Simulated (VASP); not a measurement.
# Ag: which input changes matter

Which changes to a sound input spoil a run on Ag, which are harmless, and which give a warning? All runs use PBEsol. This is not the structure that Ag takes at ambient conditions. The start is a cell from a database of measured crystal structures.

Main program and level: VASP 6.6.1; PBEsol; plane waves and PAW (Ag).

The starting crystal is not the ambient structure of Ag (fcc); it is a model or a phase of other conditions.

### 1. Set-up

Symmetry: P6_3/mmc, No. 194, hexagonal system. The conventional cell has a = 2.886 Å, b = 2.886 Å, c = 10.000 Å, α = 90.00°, β = 90.00°, γ = 120.00°. Nearest to Ag lie 12 Ag at 2.89 to 3.00 Å. Ag has 12 Ag at 2.89 to 3.00 Å nearest.

### 2. Reference run

A single point writes out the density, ELF and the potential. PBEsol restores the gradient expansion of exchange and is tuned for the cells of solids.

The input, INCAR:

```
SYSTEM = Ag
PREC = Accurate
ENCUT = 400
EDIFF = 1E-06
NELM = 100
ISMEAR = -1
SIGMA = 0.05
LREAL = .FALSE.
ALGO = Normal
GGA = PS
NBANDS = 28
LASPH = .TRUE.
LORBIT = 11
LWAVE = .FALSE.
LCHARG = .TRUE.
ISIF = 2
LELF = .TRUE.
LVHAR = .TRUE.
```

The input, POSCAR:

```
Ag
1.0
    2.8862000000      0.0000000000      0.0000000000
   -1.4431000000      2.4995225204      0.0000000000
    0.0000000000      0.0000000000     10.0000000000
Ag
4
Direct
    0.3333333333      0.6666666667      0.2500000000
    0.6666666667      0.3333333333      0.7500000000
    0.0000000000      0.0000000000      0.0000000000
    0.0000000000      0.0000000000      0.5000000000
```

The input, KPOINTS:

```
Automatic mesh
0
Gamma
11 11 3
0 0 0
```

The projector-augmented-wave data sets are Ag (PBE family, release 64).

Run with:

```sh
$ mpirun -np 4 vasp_std
```

The program printed:

```text
[banner, memory and clock lines left out]
running    4 mpi-ranks, on    1 nodes
 distrk:  each k-point on    4 cores,    1 groups
 distr:  one band on    1 cores,    4 groups

 POSCAR found type information on POSCAR Ag
 POSCAR found :  1 types and       4 ions
|                                                                             |
|               ----> ADVICE to this user running VASP <----                  |
|                                                                             |
|     You enforced a specific xc type in the INCAR file but a different       |
|     [... a line on the potential file left out ...]
|     I HOPE YOU KNOW WHAT YOU ARE DOING!                                     |
|                                                                             |

 LDA part: xc-table for (Slater+PW92), standard interpolation
 POSCAR, INCAR and KPOINTS ok, starting setup
 FFT: planning ... GRIDC
 FFT: planning ... GRID_SOFT
 FFT: planning ... GRID
 WAVECAR not read
 entering main loop
       N       E                     dE             d eps       ncg     rms          rms(c)
DAV:   1     0.249238617094E+03    0.24924E+03   -0.19483E+04  1824   0.125E+03
DAV:   2    -0.889543010581E+01   -0.25813E+03   -0.24693E+03  1848   0.305E+02
DAV:   3    -0.143526368159E+02   -0.54572E+01   -0.54193E+01  2024   0.493E+01
DAV:   4    -0.143806897923E+02   -0.28053E-01   -0.28044E-01  1936   0.345E+00
DAV:   5    -0.143809458144E+02   -0.25602E-03   -0.25602E-03  1956   0.359E-01    0.972E+00
DAV:   6    -0.131048604039E+02    0.12761E+01   -0.44694E+00  1884   0.175E+01    0.596E+00
DAV:   7    -0.130766193743E+02    0.28241E-01   -0.42455E-02  1912   0.123E+00    0.348E+00
DAV:   8    -0.130628143478E+02    0.13805E-01   -0.19399E-03  1952   0.365E-01    0.122E-01
DAV:   9    -0.130628412713E+02   -0.26923E-04   -0.96548E-05  1940   0.125E-01    0.283E-02
DAV:  10    -0.130628561883E+02   -0.14917E-04   -0.91473E-06  1948   0.301E-02    0.164E-02
DAV:  11    -0.130628601961E+02   -0.40078E-05   -0.29200E-06  1560   0.144E-02    0.953E-04
DAV:  12    -0.130628602130E+02   -0.16949E-07   -0.11801E-07  1036   0.288E-03
   1 F= -.13062860E+02 E0= -.13055462E+02  d E =-.147962E-01
```

Run time: 12 s. Hardware: 4 MPI ranks of AMD EPYC 7R43, shared host; peak memory 0.36 GiB.

Lines that name or quote the potential files are left out of all logs, and their timing lines are given in words.

Parts of OUTCAR (step 2):

```text
ion  position               nearest neighbor table
   1  0.333  0.667  0.250-   3 3.00   4 3.00   3 3.00   4 3.00   3 3.00   4 3.00
   2  0.667  0.333  0.750-   3 3.00   4 3.00   3 3.00   4 3.00   3 3.00   4 3.00
   3  0.000  0.000  0.000-   1 3.00   2 3.00   1 3.00   2 3.00   2 3.00   1 3.00
   4  0.000  0.000  0.500-   1 3.00   2 3.00   1 3.00   2 3.00   2 3.00   1 3.00

  LATTYP: Found a hexagonal cell.
 ALAT       =     2.8862000000
 C/A-ratio  =     3.4647633567

 Subroutine GETGRP returns: Found 24 space group operations
 (whereof 12 operations were pure point group operations)

The static configuration has the point symmetry D_3d.
 The point group associated with its full space group is D_6h.

 Found     32 irreducible k-points:

   k-points           NKPTS =     32   k-points in BZ     NKDIM =     32   number of bands    NBANDS=     28

   dimension x,y,z NGX =    20 NGY =   20 NGZ =   70
   dimension x,y,z NGXF=    40 NGYF=   40 NGZF=  140

   ENCUT  =  400.0 eV  29.40 Ry    5.42 a.u.   4.71  4.71 16.31*2*pi/ulx,y,z

   NELECT =      44.0000    total number of electrons

 k-points in reciprocal lattice and weights: Automatic mesh
   0.00000000  0.00000000  0.00000000       0.003
   0.09090909  0.00000000  0.00000000       0.017
   0.18181818  0.00000000  0.00000000       0.017
   0.27272727 -0.00000000  0.00000000       0.017
   0.36363636  0.00000000  0.00000000       0.017
   0.45454545 -0.00000000  0.00000000       0.017
   0.09090909  0.09090909  0.00000000       0.017
   0.18181818  0.09090909  0.00000000       0.033
   0.27272727  0.09090909  0.00000000       0.033
[...]
0.27272727  0.27272727  0.33333333       0.033
   0.36363636  0.27272727  0.33333333       0.033

 average (electrostatic) potential at core
       1 -71.3645       2 -71.3645       3 -71.3650       4 -71.3650

 E-fermi :   7.5096

 k-point     1 :       0.0000    0.0000    0.0000
  band No.  band energies     occupation
    ...
     20       4.1749      2.00000
     21       4.1749      2.00000
     22       4.4889      2.00000
     23       4.4889      2.00000
     24       6.7898      2.00000
     25      10.0059      0.00000
     26      16.9463      0.00000
     27      16.9536      0.00000
     28      23.0513      0.00000

 k-point     2 :       0.0909    0.0000    0.0000
  band No.  band energies     occupation
    ...
     20       4.1585      2.00000
     21       4.3037      2.00000
     22       4.3317      2.00000
     23       4.4991      2.00000
     24       7.4422      1.58768
     25      10.0579      0.00000
     26      17.1334      0.00000
     27      17.1386      0.00000
     28      22.5491      0.00000

 k-point     3 :       0.1818    0.0000    0.0000
  band No.  band energies     occupation
    ...
     19       4.0595      2.00000
     20       4.1298      2.00000
     21       4.5202      2.00000
     22       4.7099      2.00000
     23       4.7189      2.00000
     24       8.7929      0.00000
     25      10.2542      0.00000
     26      17.6519      0.00000
     27      17.6633      0.00000
     28      19.4723      0.00000

  Total       -2.9125092     -2.9125092     -4.3952831     -0.0000000      0.0000000      0.0000000
  in kB      -64.6836345    -64.6836345    -97.6144151     -0.0000000      0.0000000      0.0000000
  external PRESSURE =     -75.6605614 kB  Pullay stress =       0.0000000 kB

  energy-cutoff  :      400.00
  volume of cell :       72.14
      direct lattice vectors                 reciprocal lattice vectors
     2.886200000  0.000000000  0.000000000     0.346476336  0.200038206  0.000000000
    -1.443100000  2.499522520  0.000000000     0.000000000  0.400076411  0.000000000
     0.000000000  0.000000000 10.000000000     0.000000000  0.000000000  0.100000000

 POSITION                                       TOTAL-FORCE (eV/Angst)
 -----------------------------------------------------------------------------------
     -0.00000      1.66635      2.50000         0.000000     -0.000000      0.000000
      1.44310      0.83317      7.50000        -0.000000      0.000000     -0.000000
      0.00000      0.00000      0.00000        -0.000000      0.000000      0.000000
      0.00000      0.00000      5.00000        -0.000000      0.000000      0.000000
 -----------------------------------------------------------------------------------
    total drift:                                0.000000     -0.000000      0.000000

  FREE ENERGIE OF THE ION-ELECTRON SYSTEM (eV)
  ---------------------------------------------------
  free  energy   TOTEN  =       -13.0628602130 eV

  energy  without entropy=      -13.0480640310  energy(sigma->0) =      -13.05546212

 total charge
# of ion       s       p       d       tot
------------------------------------------
    1        0.402   0.269   9.145   9.815
    2        0.402   0.269   9.145   9.815
    3        0.402   0.268   9.145   9.815
    4        0.402   0.268   9.145   9.815
--------------------------------------------------
tot          1.606   1.074  36.580  39.261

[... 3 further parts left out ...]
```

The k-mesh is coarse for a metal. The PAW data sets were made with PBE, which is usual practice but a small mismatch for other functionals. At this level the cell is under a tension of 7.6 GPa, so at these settings it is away from equilibrium.

This step gave:

- SCF cycles: 12
- electrons: 44
- bands: 28
- irreducible k-points: 32
- symmetry operations: 24
- free energy (TOTEN): -13.06 eV
- energy at zero smearing: -13.06 eV
- Fermi energy: 7.510 eV
- pressure: -7.566 GPa
- metallic, judged on the points sampled: yes

Valence density in the ac plane at fractional y = 0.000, with atoms of Ag within 0.2 Å of it. It is the smooth field of the valence electrons, not physical close to the nuclei.

Values in e/Å³, 24 rows by 15 columns, each cell a mean:
```
5.7 5.1 3.8 2.3 1.1 0.5 0.3 0.2 0.2 0.3 0.5 1.1 2.3 3.8 5.1
1.9 1.7 1.3 0.8 0.4 0.3 0.2 0.1 0.1 0.2 0.3 0.4 0.8 1.3 1.7
0.4 0.3 0.3 0.2 0.2 0.2 0.1 0.1 0.1 0.1 0.2 0.2 0.2 0.3 0.3
0.1 0.1 0.2 0.2 0.2 0.2 0.2 0.2 0.2 0.2 0.2 0.2 0.2 0.2 0.1
0.1 0.1 0.2 0.2 0.3 0.4 0.5 0.6 0.6 0.5 0.4 0.3 0.2 0.2 0.1
0.2 0.2 0.2 0.3 0.4 0.6 0.8 1.0 1.0 0.8 0.6 0.4 0.3 0.2 0.2
0.1 0.2 0.2 0.2 0.3 0.5 0.7 0.8 0.8 0.7 0.5 0.3 0.2 0.2 0.2
0.1 0.1 0.2 0.2 0.2 0.3 0.3 0.4 0.4 0.3 0.3 0.2 0.2 0.2 0.1
0.2 0.2 0.2 0.2 0.2 0.2 0.2 0.2 0.2 0.2 0.2 0.2 0.2 0.2 0.2
0.8 0.7 0.6 0.4 0.3 0.2 0.1 0.1 0.1 0.1 0.2 0.3 0.4 0.6 0.7
3.6 3.3 2.4 1.5 0.7 0.4 0.2 0.2 0.2 0.2 0.4 0.7 1.5 2.4 3.3
7.2 6.4 4.7 2.9 1.4 0.6 0.3 0.2 0.2 0.3 0.6 1.4 2.9 4.7 6.4
5.7 5.1 3.8 2.3 1.1 0.5 0.3 0.2 0.2 0.3 0.5 1.1 2.3 3.8 5.1
1.9 1.7 1.3 0.8 0.4 0.3 0.2 0.1 0.1 0.2 0.3 0.4 0.8 1.3 1.7
0.4 0.3 0.3 0.2 0.2 0.2 0.1 0.1 0.1 0.1 0.2 0.2 0.2 0.3 0.3
0.1 0.1 0.2 0.2 0.2 0.2 0.2 0.2 0.2 0.2 0.2 0.2 0.2 0.2 0.1
0.1 0.1 0.2 0.2 0.3 0.4 0.5 0.6 0.6 0.5 0.4 0.3 0.2 0.2 0.1
0.2 0.2 0.2 0.3 0.4 0.6 0.8 1.0 1.0 0.8 0.6 0.4 0.3 0.2 0.2
0.1 0.2 0.2 0.2 0.3 0.5 0.7 0.8 0.8 0.7 0.5 0.3 0.2 0.2 0.2
0.1 0.1 0.2 0.2 0.2 0.3 0.3 0.4 0.4 0.3 0.3 0.2 0.2 0.2 0.1
0.2 0.2 0.2 0.2 0.2 0.2 0.2 0.2 0.2 0.2 0.2 0.2 0.2 0.2 0.2
0.8 0.7 0.6 0.4 0.3 0.2 0.1 0.1 0.1 0.1 0.2 0.3 0.4 0.6 0.7
3.6 3.3 2.4 1.5 0.7 0.4 0.2 0.2 0.2 0.2 0.4 0.7 1.5 2.4 3.3
7.2 6.4 4.7 2.9 1.4 0.6 0.3 0.2 0.2 0.3 0.6 1.4 2.9 4.7 6.4
```
Columns run along a (2.9 Å), rows up along c (10.0 Å). Atoms in or near the plane, at fractional coordinates: Ag at (0.00, 0.00), Ag at (0.00, 0.50).

ELF in the ac plane at fractional y = 0.000, with atoms of Ag within 0.2 Å of it. It is the smooth field of the valence electrons, not physical close to the nuclei.

Values, 24 rows by 15 columns, each cell a mean:
```
0.01 0.01 0.04 0.14 0.25 0.26 0.19 0.17 0.17 0.19 0.26 0.25 0.14 0.04 0.01
0.17 0.19 0.23 0.26 0.24 0.20 0.17 0.17 0.17 0.17 0.20 0.24 0.26 0.23 0.19
0.22 0.22 0.20 0.19 0.17 0.17 0.17 0.17 0.17 0.17 0.17 0.17 0.19 0.20 0.22
0.19 0.19 0.18 0.18 0.17 0.17 0.18 0.19 0.19 0.18 0.17 0.17 0.18 0.18 0.19
0.19 0.19 0.19 0.18 0.20 0.23 0.25 0.26 0.26 0.25 0.23 0.20 0.18 0.19 0.19
0.19 0.19 0.18 0.19 0.24 0.27 0.27 0.26 0.26 0.27 0.27 0.24 0.19 0.18 0.19
0.19 0.19 0.18 0.18 0.22 0.26 0.27 0.27 0.27 0.27 0.26 0.22 0.18 0.18 0.19
0.19 0.19 0.19 0.18 0.18 0.20 0.21 0.22 0.22 0.21 0.20 0.18 0.18 0.19 0.19
0.19 0.19 0.18 0.17 0.17 0.17 0.17 0.17 0.17 0.17 0.17 0.17 0.17 0.18 0.19
0.24 0.25 0.25 0.23 0.20 0.17 0.17 0.17 0.17 0.17 0.17 0.20 0.23 0.25 0.25
0.06 0.08 0.14 0.22 0.27 0.23 0.18 0.18 0.18 0.18 0.23 0.27 0.22 0.14 0.08
0.02 0.00 0.01 0.09 0.23 0.27 0.20 0.17 0.17 0.20 0.27 0.23 0.09 0.01 0.00
0.01 0.01 0.04 0.14 0.25 0.26 0.19 0.17 0.17 0.19 0.26 0.25 0.14 0.04 0.01
0.17 0.19 0.23 0.26 0.24 0.20 0.17 0.17 0.17 0.17 0.20 0.24 0.26 0.23 0.19
0.22 0.22 0.20 0.19 0.17 0.17 0.17 0.17 0.17 0.17 0.17 0.17 0.19 0.20 0.22
0.19 0.19 0.18 0.18 0.17 0.17 0.18 0.19 0.19 0.18 0.17 0.17 0.18 0.18 0.19
0.19 0.19 0.19 0.18 0.20 0.23 0.25 0.26 0.26 0.25 0.23 0.20 0.18 0.19 0.19
0.19 0.19 0.18 0.19 0.24 0.27 0.27 0.26 0.26 0.27 0.27 0.24 0.19 0.18 0.19
0.19 0.19 0.18 0.18 0.22 0.26 0.27 0.27 0.27 0.27 0.26 0.22 0.18 0.18 0.19
0.19 0.19 0.19 0.18 0.18 0.20 0.21 0.22 0.22 0.21 0.20 0.18 0.18 0.19 0.19
0.19 0.19 0.18 0.17 0.17 0.17 0.17 0.17 0.17 0.17 0.17 0.17 0.17 0.18 0.19
0.24 0.25 0.25 0.23 0.20 0.17 0.17 0.17 0.17 0.17 0.17 0.20 0.23 0.25 0.25
0.06 0.08 0.14 0.22 0.27 0.23 0.18 0.18 0.18 0.18 0.23 0.27 0.22 0.14 0.08
0.02 0.00 0.01 0.09 0.23 0.27 0.20 0.17 0.17 0.20 0.27 0.23 0.09 0.01 0.00
```
Columns run along a (2.9 Å), rows up along c (10.0 Å). Atoms in or near the plane, at fractional coordinates: Ag at (0.00, 0.00), Ag at (0.00, 0.50).

Electrostatic potential energy in the ac plane at fractional y = 0.000, with atoms of Ag within 0.2 Å of it. With pseudopotentials it is smooth inside the atoms' cores, unlike the true potential.

Ten even steps from '_' (-63 eV) to '@' (3 eV), each cell a mean:
```
____..--++%%@@@@@@@@%%++--..__
====++**%%@@@@@@@@@@@@%%**++==
@@@@@@@@@@@@@@@@@@@@@@@@@@@@@@
@@@@@@@@@@@@@@@@@@@@@@@@@@@@@@
@@@@@@@@@@%%%%####%%%%@@@@@@@@
@@@@@@@@%%##**++++**##%%@@@@@@
@@@@@@@@@@%%##****##%%@@@@@@@@
@@@@@@@@@@@@@@%%%%@@@@@@@@@@@@
@@@@@@@@@@@@@@@@@@@@@@@@@@@@@@
######%%@@@@@@@@@@@@@@@@%%####
....::==##@@@@@@@@@@@@##==::..
______::==##@@@@@@@@##==::____
____..--++%%@@@@@@@@%%++--..__
====++**%%@@@@@@@@@@@@%%**++==
@@@@@@@@@@@@@@@@@@@@@@@@@@@@@@
@@@@@@@@@@@@@@@@@@@@@@@@@@@@@@
@@@@@@@@@@%%%%####%%%%@@@@@@@@
@@@@@@@@%%##**++++**##%%@@@@@@
@@@@@@@@@@%%##****##%%@@@@@@@@
@@@@@@@@@@@@@@%%%%@@@@@@@@@@@@
@@@@@@@@@@@@@@@@@@@@@@@@@@@@@@
######%%@@@@@@@@@@@@@@@@%%####
....::==##@@@@@@@@@@@@##==::..
______::==##@@@@@@@@##==::____
```
Columns run along a (2.9 Å; values clipped at the 3rd and 97th percentile), rows up along c (10.0 Å). Atoms in or near the plane, at fractional coordinates: Ag at (0.00, 0.00), Ag at (0.00, 0.50).

The pressure is -7.57 GPa and the largest force 0.000 eV/Å, so the cell is not at a minimum at these settings.

### 3. Self-consistent run (PBEsol) with a changed input

A single point gives energy, forces and stress at these settings. Some settings are moved from the usual, to see what they do.

The input, INCAR:

```
SYSTEM = Ag
PREC = Accurate
ENCUT = 400
EDIFF = 1E-06
NELM = 100
ISMEAR = 0
SIGMA = 0.02
LREAL = .FALSE.
ALGO = Normal
GGA = PS
NBANDS = 28
LASPH = .TRUE.
LORBIT = 11
LWAVE = .FALSE.
LCHARG = .FALSE.
KPAR = 4
ISIF = 2
BMIX = 0.5
```

POSCAR is that of step 2.

KPOINTS is that of step 2.

Run with:

```sh
$ mpirun -np 4 vasp_std
```

The program printed:

```text
[banner, memory and clock lines left out]
running    4 mpi-ranks, on    1 nodes
 distrk:  each k-point on    1 cores,    4 groups
 distr:  one band on    1 cores,    1 groups

 POSCAR found type information on POSCAR Ag
 POSCAR found :  1 types and       4 ions
 [... a notice as in an earlier step ...]

 LDA part: xc-table for (Slater+PW92), standard interpolation
 POSCAR, INCAR and KPOINTS ok, starting setup
 FFT: planning ... GRIDC
 FFT: planning ... GRID_SOFT
 FFT: planning ... GRID
 WAVECAR not read
 entering main loop
       N       E                     dE             d eps       ncg     rms          rms(c)
DAV:   1     0.249245492924E+03    0.24925E+03   -0.19483E+04  1824   0.125E+03
DAV:   2    -0.888729979263E+01   -0.25813E+03   -0.24706E+03  1848   0.305E+02
DAV:   3    -0.143428385172E+02   -0.54555E+01   -0.54177E+01  2024   0.493E+01
DAV:   4    -0.143708877050E+02   -0.28049E-01   -0.28040E-01  1936   0.345E+00
DAV:   5    -0.143711438333E+02   -0.25613E-03   -0.25613E-03  1956   0.359E-01    0.972E+00
DAV:   6    -0.130814167641E+02    0.12897E+01   -0.53374E+00  1884   0.192E+01    0.625E+00
DAV:   7    -0.130643347315E+02    0.17082E-01   -0.45275E-02  1900   0.184E+00    0.360E+00
DAV:   8    -0.130543721156E+02    0.99626E-02   -0.46666E-03  1948   0.118E+00    0.190E-01
DAV:   9    -0.130540098219E+02    0.36229E-03   -0.13080E-03  1912   0.776E-01    0.327E-02
DAV:  10    -0.130540172495E+02   -0.74276E-05   -0.17928E-04  1932   0.934E-02    0.939E-03
DAV:  11    -0.130540184022E+02   -0.11528E-05   -0.62194E-06  1928   0.419E-02    0.732E-03
DAV:  12    -0.130540189113E+02   -0.50907E-06   -0.88513E-07  1076   0.142E-02
   1 F= -.13054019E+02 E0= -.13053567E+02  d E =-.903520E-03
```

Elapsed: 11 s, on 4 MPI ranks; peak memory 0.59 GiB.

Parts of OUTCAR (step 3):

```text
 Found     32 irreducible k-points:

   NELECT =      44.0000    total number of electrons

 E-fermi :   7.5224

 k-point     1 :       0.0000    0.0000    0.0000
  band No.  band energies     occupation
    ...
     20       4.1746      2.00000
     21       4.1746      2.00000
     22       4.4899      2.00000
     23       4.4899      2.00000
     24       6.7911      2.00000
     25      10.0064      0.00000
     26      16.9465      0.00000
     27      16.9539      0.00000
     28      23.0504      0.00000

 k-point     2 :       0.0909    0.0000    0.0000
  band No.  band energies     occupation
    ...
     20       4.1582      2.00000
     21       4.3055      2.00000
     22       4.3319      2.00000
     23       4.5001      2.00000
     24       7.4434      2.00000
     25      10.0583      0.00000
     26      17.1336      0.00000
     27      17.1389      0.00000
     28      22.5487      0.00000

  Total       -2.9958130     -2.9958130     -4.2224488      0.0000000      0.0000000      0.0000000
  in kB      -66.5337194    -66.5337194    -93.7759545      0.0000000      0.0000000      0.0000000
  external PRESSURE =     -75.6144645 kB  Pullay stress =       0.0000000 kB

 POSITION                                       TOTAL-FORCE (eV/Angst)
 -----------------------------------------------------------------------------------
     -0.00000      1.66635      2.50000        -0.000000      0.000000      0.000000
      1.44310      0.83317      7.50000         0.000000      0.000000      0.000000
      0.00000      0.00000      0.00000        -0.000000      0.000000     -0.000000
      0.00000      0.00000      5.00000        -0.000000      0.000000     -0.000000
 -----------------------------------------------------------------------------------
    total drift:                                0.000000     -0.000000      0.000000

  FREE ENERGIE OF THE ION-ELECTRON SYSTEM (eV)
  ---------------------------------------------------
  free  energy   TOTEN  =       -13.0540189113 eV

  energy  without entropy=      -13.0531153909  energy(sigma->0) =      -13.05356715

 total charge
# of ion       s       p       d       tot
------------------------------------------
    1        0.402   0.269   9.145   9.815
    2        0.402   0.269   9.145   9.815
    3        0.401   0.268   9.146   9.815
    4        0.401   0.268   9.146   9.815
--------------------------------------------------
tot          1.606   1.074  36.581  39.261

[... 9 parts as in an earlier step ...]

[... 5 further parts left out ...]
```

BMIX acts on the way to self-consistency or on speed; a fully converged result doesn't depend on them, though slow mixing can meet EDIFF with the stress still off.

This step gave:

* free energy (TOTEN): -13.05 eV
* energy at zero smearing: -13.05 eV
* Fermi energy: 7.522 eV
* pressure: -7.561 GPa

Against the reference run the energy at zero smearing moves by +0.47 meV an atom and the pressure by +0.00 GPa.

[end of part 1 of 3]

[Lines on the potential files, build, host, timing and source positions are cut from VASP's logs without a mark.]

[Logs are printed without paths, hosts, clocks, repeated set-up lines and the standing remarks that a program may print on its own settings, such as how far it seeks lower states.]

[Hosts, paths, dates, database ids (printed as entryN), source tags and the programs' standing remarks are cut or masked in the printed files.]

[A measured line is paired with the nearest computed mode of its activity, which favours agreement.]

[In band tables of VASP the shares of atoms and orbitals are scaled to a sum of 1 inside the atoms' spheres.]
